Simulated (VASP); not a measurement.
K$_{2}$S (antifluorite), at 0.96 of the tabulated volume:

```xyz
3
Lattice="0.0000 3.6549 3.6549 3.6549 0.0000 3.6549 3.6549 3.6549 0.0000" Properties=species:S:1:pos:R:3 pbc="T T T"
K      1.8275     1.8275     1.8275
K      5.4824     5.4824     5.4824
S      0.0000     0.0000     0.0000
```

The lowest empty band near Γ, direction [100], from PBE with spin-orbit coupling in VASP (PAW); its two spin partners are averaged. The gap over the points computed is 2.46 eV, and the next band on that side lies 2.99 eV away at the edge.

Run with 400 eV cut-off, 6×6×6 Γ-centred mesh, Gaussian smearing of 0.050 eV, potentials K_sv S.

| distance from the edge in k (1/Å) | distance in energy (meV) |
|---|---|
| 0.018 | 3.4 |
| 0.025 | 6.5 |
| 0.035 | 12.9 |
| 0.050 | 26.2 |
| 0.070 | 51.1 |

**Question.** Fit E(1 + αE) = ħ²k²/2m* (ħ²/2m0 = 3.810 eV Å²) and predict the row at 0.095 1/Å.

**Answer.** The rows don't resolve α, so a parabola serves: the electron mass is m* = 0.365 m0, and so 94.2 meV. The run gave 93.3 meV, -0.9 meV from the fit.

Left out are points under 3 meV from the edge, since the levels carry 0.1 meV, and points farther than half the way to the next band.

The compound is K2S in the antifluorite structure. The cell was not relaxed at this level.
